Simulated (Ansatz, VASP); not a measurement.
## AlPt in two plane-wave programs

Wanted: the spread between two codes on one cell, functional and k mesh.

Main program and level: Ansatz 0.2.0; plane waves, with VASP 6.6.1 beside it; single point at LDA.

## 1. The structure

Symmetry: P1, No. 1, triclinic system. Conventional cell: a = 3.092 Å, b = 3.092 Å, c = 3.092 Å, α = 90.00°, β = 90.00°, γ = 90.00°. Nearest to Al lie 8 Pt at 2.60 to 2.76 Å. Nearest to Pt lie 8 Al at 2.60 to 2.76 Å. Farther neighbours are not listed.

Coordinates:

```xyz
2
Lattice="3.0915 0.0000 0.0000 0.0000 3.0915 0.0000 0.0000 0.0000 3.0915" Properties=species:S:1:pos:R:3 pbc="T T T"
Al    0.0194    0.0609   -0.0288
Pt    1.5427    1.5294    1.5577
```

## 2. VASP: single point, LDA

A single point gives forces, pressure and levels at one fixed geometry, so differences don't come from the geometry; what else differs is listed under the comparison.

Lines of VASP's logs that name or quote its potential files are left out, and so is its time.

INCAR

```
SYSTEM = AlPt
PREC = Accurate
ENCUT = 400
EDIFF = 1E-06
NELM = 100
ISMEAR = 0
SIGMA = 0.01
LREAL = .FALSE.
ALGO = Normal
GGA = CA
NBANDS = 12
LASPH = .TRUE.
LORBIT = 11
LWAVE = .FALSE.
LCHARG = .FALSE.
KPAR = 2
ISIF = 2
```

POSCAR

```
AlPt
1.0
    3.0915460000      0.0000000000      0.0000000000
    0.0000000000      3.0915460000      0.0000000000
    0.0000000000      0.0000000000      3.0915460000
Al Pt
1 1
Direct
    0.0062850000      0.0196950000     -0.0093260000
    0.4990160000      0.4947180000      0.5038540000
```

KPOINTS

```
Automatic mesh
0
Gamma
7 7 7
0 0 0
```

The projector-augmented-wave data sets are Al and Pt (PBE family, release 64).

On the command line:

```bash
$ mpirun -np 2 vasp_std
```

Numbers of over 12 decimals in the logs are rounded to 6 here.

The program printed:

```text
[banner, memory and clock lines left out]
running    2 mpi-ranks, on    1 nodes
 distrk:  each k-point on    1 cores,    2 groups
 distr:  one band on    1 cores,    1 groups

 POSCAR found type information on POSCAR AlPt
 POSCAR found :  2 types and       2 ions
|                                                                             |
|               ----> ADVICE to this user running VASP <----                  |
|                                                                             |
|     You enforced a specific xc type in the INCAR file but a different       |
|     [... a line on the potential file left out ...]
|     I HOPE YOU KNOW WHAT YOU ARE DOING!                                     |
|                                                                             |

 LDA part: xc-table for (Slater(with rela. corr.)+CA(PZ))
 , standard interpolation
 POSCAR, INCAR and KPOINTS ok, starting setup
 FFT: planning ... GRIDC
 FFT: planning ... GRID_SOFT
 FFT: planning ... GRID
 WAVECAR not read
 entering main loop
       N       E                     dE             d eps       ncg     rms          rms(c)
DAV:   1     0.304298712070E+02    0.30430E+02   -0.48065E+03  4496   0.708E+02
DAV:   2    -0.133622598604E+02   -0.43792E+02   -0.40363E+02  4788   0.154E+02
DAV:   3    -0.142535514836E+02   -0.89129E+00   -0.88749E+00  4908   0.203E+01
DAV:   4    -0.142583186585E+02   -0.47672E-02   -0.47666E-02  4608   0.185E+00
DAV:   5    -0.142583699169E+02   -0.51258E-04   -0.51258E-04  4928   0.197E-01    0.110E+01
DAV:   6    -0.136683566373E+02    0.59001E+00   -0.29219E+00  4348   0.135E+01    0.351E+00
DAV:   7    -0.136090130728E+02    0.59344E-01   -0.92977E-02  4336   0.247E+00    0.225E+00
DAV:   8    -0.135850612270E+02    0.23952E-01   -0.23910E-02  4768   0.112E+00    0.255E-01
DAV:   9    -0.135848955860E+02    0.16564E-03   -0.58673E-04  4464   0.182E-01    0.102E-01
DAV:  10    -0.135848718847E+02    0.23701E-04   -0.74213E-05  4936   0.729E-02    0.132E-02
DAV:  11    -0.135848709668E+02    0.91794E-06   -0.42731E-06  4472   0.142E-02
   1 F= -.13584871E+02 E0= -.13584780E+02  d E =-.182662E-03
```

From OUTCAR (step 2):

```text
ion  position               nearest neighbor table
   1  0.006  0.020  0.991-   2 2.60   2 2.62   2 2.64   2 2.67   2 2.69   2 2.71   2 2.73   2 2.76

  LATTYP: Found a simple cubic cell.
 ALAT       =     3.0915460000

 Subroutine GETGRP returns: Found  1 space group operations
 (whereof  1 operations were pure point group operations)

The static configuration has the point symmetry C_1 .

 Found    172 irreducible k-points:

   k-points           NKPTS =    172   k-points in BZ     NKDIM =    172   number of bands    NBANDS=     12

   dimension x,y,z NGX =    20 NGY =   20 NGZ =   20
   dimension x,y,z NGXF=    40 NGYF=   40 NGZF=   40

   ENCUT  =  400.0 eV  29.40 Ry    5.42 a.u.   5.04  5.04  5.04*2*pi/ulx,y,z

   NELECT =      13.0000    total number of electrons

 k-points in reciprocal lattice and weights: Automatic mesh
   0.00000000  0.00000000  0.00000000       0.003
   0.14285714  0.00000000  0.00000000       0.006
   0.00000000  0.14285714  0.00000000       0.006
   0.00000000  0.00000000  0.14285714       0.006
   0.28571429  0.00000000  0.00000000       0.006
   0.00000000  0.28571429  0.00000000       0.006
   0.00000000  0.00000000  0.28571429       0.006
   0.42857143  0.00000000  0.00000000       0.006
   0.00000000  0.42857143  0.00000000       0.006
[...]
-0.42857143 -0.42857143  0.42857143       0.006
   0.42857143 -0.42857143  0.42857143       0.006

 average (electrostatic) potential at core
       1 -69.8446       2 -63.7332

 E-fermi :  10.7954

 k-point     1 :       0.0000    0.0000    0.0000
  band No.  band energies     occupation
    ...
      2       4.9108      2.00000
      3       4.9120      2.00000
      4       7.8610      2.00000
      5       7.8726      2.00000
      6       7.8754      2.00000
      7      14.3397      0.00000
      8      14.3401      0.00000
      9      14.3537      0.00000
     10      19.6398      0.00000
     11      19.6551      0.00000
    ...

 k-point     2 :       0.1429    0.0000    0.0000
  band No.  band energies     occupation
    ...
      2       5.0116      2.00000
      3       5.0278      2.00000
      4       7.5276      2.00000
      5       7.5403      2.00000
      6       7.9084      2.00000
      7      12.5830      0.00000
      8      14.9903      0.00000
      9      15.0145      0.00000
     10      18.9894      0.00000
     11      19.8947      0.00000
    ...

 k-point     3 :       0.0000    0.1429    0.0000
  band No.  band energies     occupation
    ...
      2       5.0105      2.00000
      3       5.0288      2.00000
      4       7.5356      2.00000
      5       7.5386      2.00000
      6       7.9027      2.00000
      7      12.5938      0.00000
      8      14.9875      0.00000
      9      14.9949      0.00000
     10      19.0035      0.00000
     11      19.9185      0.00000
    ...

  Total       -1.5121760     -1.5855546     -1.5323566      0.0557435     -0.0965197     -0.0347824
  in kB      -81.9946998    -85.9735098    -83.0889540      3.0225787     -5.2335886     -1.8860060
  external PRESSURE =     -83.6857212 kB  Pullay stress =       0.0000000 kB

  energy-cutoff  :      400.00
  volume of cell :       29.55
      direct lattice vectors                 reciprocal lattice vectors
     3.091546000  0.000000000  0.000000000     0.323462759  0.000000000  0.000000000
     0.000000000  3.091546000  0.000000000     0.000000000  0.323462759  0.000000000
     0.000000000  0.000000000  3.091546000     0.000000000  0.000000000  0.323462759

 POSITION                                       TOTAL-FORCE (eV/Angst)
 -----------------------------------------------------------------------------------
      0.01943      0.06089      3.06271        -0.075812     -0.255703      0.137152
      1.54273      1.52944      1.55769         0.075812      0.255703     -0.137152
 -----------------------------------------------------------------------------------
    total drift:                                0.000241      0.000795     -0.000427

  FREE ENERGIE OF THE ION-ELECTRON SYSTEM (eV)
  ---------------------------------------------------
  free  energy   TOTEN  =       -13.5848709668 eV

  energy  without entropy=      -13.5846883043  energy(sigma->0) =      -13.58477964

 total charge
# of ion       s       p       d       tot
------------------------------------------
    1        0.348   0.365   0.000   0.713
    2        0.684   0.582   8.220   9.486
--------------------------------------------------
tot          1.032   0.947   8.220  10.199

[... 3 further parts left out ...]
```

This run has no spin polarisation. Its electron count is odd, so without a moment it is a metal by construction.

## 3. Ansatz: single point, LDA

Ansatz runs on its default PAW (the set named soft_2) files.

The same cell, functional (in two slightly different forms), mesh and smearing now go to Ansatz, which takes its cutoff from its data sets.

input.yaml

```yaml
crystal:
  lattice:
    - [3.091546, 0.0, 0.0]
    - [0.0, 3.091546, 0.0]
    - [0.0, 0.0, 3.091546]
  atoms:
    - { symbol: Al, position: [0.006285, 0.019695, -0.009326] }
    - { symbol: Pt, position: [0.499016, 0.494718, 0.503854] }
hamiltonian:
  xc: lda
  pseudopotentials: { kind: paw }
kpoints:
  mp_grid: { grid: [7, 7, 7] }
scf:
  occupations: { method: gaussian, width: 0.01 }
  n_extra_bands: 4
output:
  forces: true
  stress: true
  eigenvalues: true
```

On the command line:

```bash
$ ansatz run input.yaml --threads 2 --pin off --max-ram 4608MiB --backend cpu --events-out ev --progress --plain --runs-dir out
```

The program printed:

```text
scf.n_extra_bands = 4 over 11 filled bands (N_el = 21.0): the run solves 15 bands
Engine: ansatz 0.2.0, x86_64-unknown-linux-gnu
Pseudopotentials: kind: paw
Pseudopotential: Al, paw, valence charge 3, recommended cutoff 420 eV (normal), Al.paw.azcp
Pseudopotential: Pt, paw, valence charge 18, recommended cutoff 420 eV (normal), Pt.paw.azcp
Functional definition: SPW92
  exchange = slater_x
  correlation = pw_c
Crystal: 2 atoms, lattice volume = 29.548 Å³
Basis set: ecut = 420 eV, 587 PW (Γ)
Bands: 15, of which v1, the nominal top of the filled ones, is band 11 counted from 1 (10 counted from 0)
Symmetry: 1 space group operations
Space group: P1 (ITA 1), of the structure as read, at distance tolerance 3.1e-5 Å
k-points: 172 of 343 (time reversal used)
Non-local potential: Al, projectors of the file, l = 0: 2, l = 1: 2, l = 2: 1
Non-local potential: Pt, projectors of the file, l = 0: 3, l = 1: 2, l = 2: 2, l = 3: 1
PAW form: soft (Blöchl's): semilocal exchange-correlation on the pseudo side does not see the compensation charge
PAW frozen core: Al, regenerated for the run's functional, and the local potential with it (the file was generated under x = pbe(κ = 0.804, μ = 0.219515), c = pbe(β = 0.066725))
PAW frozen core: Pt, regenerated for the run's functional, and the local potential with it (the file was generated under x = pbe(κ = 0.804, μ = 0.219515), c = pbe(β = 0.066725))
PAW one-centre angular grid: Al, 110 points (default); XC on 64 Gauss nodes
PAW one-centre angular grid: Pt, 590 points (default); XC on 64 Gauss nodes
Initial density: superposition of atomic densities (neutral atoms: chi_scale 0, normalization atom), corrected by the library's trained network
Initial wavefunctions: pseudopotential atomic-orbital guess
Functional: x = slater, c = lda
SCF iter   1: F=—  HF=-12759.728410 eV  |F-HF|=—  |Δ(HF+E_count)|=         —  Δρ=4.21e-3  dr2=1.76e-3  ethr=1.77e-3  ⟨swp⟩=5.7  Hψ=13004  notcnv=0
preconditioner: auto → none  [metal: Δε(μ)=0.002 eV  Ē_g=10.215 eV  σ=0.010 eV  W_gap=0.09  n_scr=6 (ndim 8)  ℏωp=24.6 eV  f_vac=0.000  D(μ)=3.50/eV (n_scr^D=56)  sad-step TF]
SCF iter   2: F=—  HF=-12759.729055 eV  |F-HF|=—  |Δ(HF+E_count)|=   6.45e-4  Δρ=2.45e-3  dr2=8.39e-4  ethr=8.39e-6  ⟨swp⟩=2.1  Hψ=5366  notcnv=0  defer=22
SCF iter   3: F=—  HF=-12759.728938 eV  |F-HF|=—  |Δ(HF+E_count)|=   1.17e-4  Δρ=3.55e-4  dr2=2.07e-5  ethr=3.99e-6  ⟨swp⟩=2.9  Hψ=4900  notcnv=0  defer=22
SCF iter   4: F=—  HF=-12759.728931 eV  |F-HF|=—  |Δ(HF+E_count)|=   6.92e-6  Δρ=8.95e-5  dr2=2.94e-6  ethr=9.85e-8  ⟨swp⟩=2.0  Hψ=4321  notcnv=0  defer=22
SCF iter   5: F=—  HF=-12759.728931 eV  |F-HF|=—  |Δ(HF+E_count)|=   5.72e-7  Δρ=4.11e-5  dr2=5.87e-7  ethr=1.40e-8  ⟨swp⟩=1.1  Hψ=2555  notcnv=0  defer=22
SCF iter   6: F=-12759.728930 eV  HF=-12759.728931 eV  |F-HF|=2.77e-8  |Δ(HF+E_count)|=   1.42e-7  Δρ=1.14e-5  dr2=3.11e-8  ethr=4.76e-10  ⟨swp⟩=3.8  Hψ=10154  notcnv=0
SCF 1 converged in 6 iterations: F = -12759.728930 eV  dr2 = 3.11e-8
  greatest PAW one-centre occupation: 1.000 electrons in one spin orbital (limit 2), on the Pt atom at site 1 (counted from 0), in its partial waves of l = 0
SCF converged after 6 iterations
Free energy (F): -12759.728930 eV
Harris-Foulkes:  -12759.728931 eV  (|F-HF|=2.77e-8)
Internal energy: -12759.728748 eV  (E = F + TS)
E sigma→0 (E₀):  -12759.728839 eV
Entropy (-TS):   -0.000183 eV (-0.091 meV/atom)
Fermi energy:    16.882822 eV
--- Per-component energies (eV) ---
  E_band       = -226.422660
  E_kinetic    = 665.034874
  E_local      = -2161.018246  (includes V_loc(G=0)·N_el)
  E_nonlocal   = 216.381292
  E_hartree    = 843.563139
  E_xc         = -301.461297
  E_vxc        = -334.368272  (∫ρ·V_xc dr)
  E_paw        = -9621.127224  (= ΣΔE_a)
  E_vpaw       = -299.569641  (= ΣTr[D̂ρ^β])
  E_aug_tail   = 0.000174  (compensation charges beyond the density's cutoff)
  E_ewald      = -2401.621047
  E_core_change = 0.519586  (= ΣΔE_core)
  E_smearing   = -0.000183  (= −TS)
  E_closure    = -0.000000  (closes the sum)
  Σ components = -12759.728930   (vs F -12759.728930, Δ=0.00e0)
--- Forces (eV/Å), atoms counted from 1 ---
  atom   1  Al    -0.07108087    -0.23973979     0.12860405
  atom   2  Pt     0.07109985     0.23980918    -0.12864250
  max |Σ_I F_I| component: 6.94e-5 eV/Å
--- Stress (GPa, compression-positive) ---
       -9.337807       0.296707      -0.186107
        0.296707      -9.723917      -0.512719
       -0.186106      -0.512719      -9.444753
  P = ⅓ Tr σ = -9.5022 GPa (-95.022 kbar)
--- Band table (eV; the first three rows and the last of 172) ---
  k-point 0: bands = [... 7 lower, 13.9606, 13.9722, 13.9749, 20.4405, 20.4408, 20.4544, 25.6626, 25.6773]
  k-point 1: bands = [... 7 lower, 13.6316, 13.6413, 14.0071, 18.6795, 21.0854, 21.1065, 25.0260, 25.9373]
  k-point 2: bands = [... 7 lower, 13.0155, 13.0272, 14.0885, 16.5147, 22.6365, 22.6505, 23.7867, 26.3317]
  k-point 171: bands = [... 7 lower, 12.1613, 13.3505, 13.5651, 15.9162, 22.2463, 22.4617, 24.3478, 24.5440]
```

The job ended after 2.4 s (2 threads of AMD EPYC 7B13 (Zen 3), shared host; peak memory 0.43 GiB; 4.4 s of CPU time).

In the SCF lines HF is the Harris–Foulkes energy and dr2 the Hartree energy of the density residual, in eV; the loop may stop once dr2 is under the threshold and the program's other checks hold. Hψ counts applications of the Hamiltonian.

The run ends at a pressure of -9.50 GPa, with forces up to 0.28 eV/Å.

## 4. Comparison

Known differences besides the potentials themselves: the two LDA forms differ slightly; the data sets hold 21 valence electrons in Ansatz (default PAW (the set named soft_2) files) and 13 in VASP; the cutoff is 420 eV in Ansatz and 400 eV in VASP; Ansatz makes its cores anew for this functional, VASP keeps those of its PBE data sets; VASP's log shows a relativistic correction to its local exchange, Ansatz's none. Total energies have different zeros and are not compared.

Compared:

```
                                        quantity  Ansatz   VASP  difference
                                  pressure (GPa)   -9.50  -8.37       -1.13
pressure without Ansatz's Pulay correction (GPa)   -9.55  -8.37       -1.18
```

Forces (eV/Å; atoms numbered as in POSCAR):

```
atom         Ansatz x, y, z           VASP x, y, z
 Al1  -0.071, -0.240, 0.129  -0.076, -0.256, 0.137
 Pt2   0.071, 0.240, -0.129   0.076, 0.256, -0.137
```

The forces differ by 11 meV/Å r.m.s., which is 6.2 % of the r.m.s. force of 0.17 eV/Å (both taken over all components). Ansatz's pressure holds a Pulay correction of 0.05 GPa; VASP's holds none.

## 5. Other set-ups

Further runs change the set-up of one program: Ansatz's method, potentials or start, or VASP's data sets, cutoff or form of LDA. The table gives Ansatz less VASP for each quantity, since a change that brings one quantity closer may part another.

```
                                        run  r.m.s. force difference (meV/Å)  pressure (GPa)  pressure without Ansatz's Pulay correction (GPa)
                                   as above                               11            -1.1                                              -1.2
                       cores kept as stored                              7.9           -0.85                                             -0.90
          Ansatz's all-electron LAPW method                               11            -1.1                                                  
   Ansatz's larger PAW set (cutoff 1050 eV)                               11            -1.1                                                  
norm-conserving potentials (cutoff 1143 eV)                               11            -1.5
```

## 6. Results

| Property | Result |
| --- | --- |
| difference in pressure (single point, LDA) | -1.1 GPa |
| r.m.s. force difference (single point, LDA) | 11 meV/Å |

The difference in pressure is -1.1 GPa (single point, LDA), beyond the 1 GPa picked in this series as the mark of a large difference. Single point, LDA, cores kept as stored: r.m.s. force difference goes from 11 to 7.9 meV/Å. Single point, LDA, norm-conserving potentials (cutoff 1143 eV): the difference in pressure goes from -1.1 to -1.5 GPa. How closely two codes agree says nothing of how well the functional describes the real material.

[Lines on the potential files, build, host, timing and source positions are cut from VASP's logs without a mark.]

[Logs are printed without paths, hosts, clocks, repeated set-up lines and the standing remarks that a program may print on its own settings, such as how far it seeks lower states.]

[Hosts, paths, dates, database ids (printed as entryN), source tags and the programs' standing remarks are cut or masked in the printed files.]
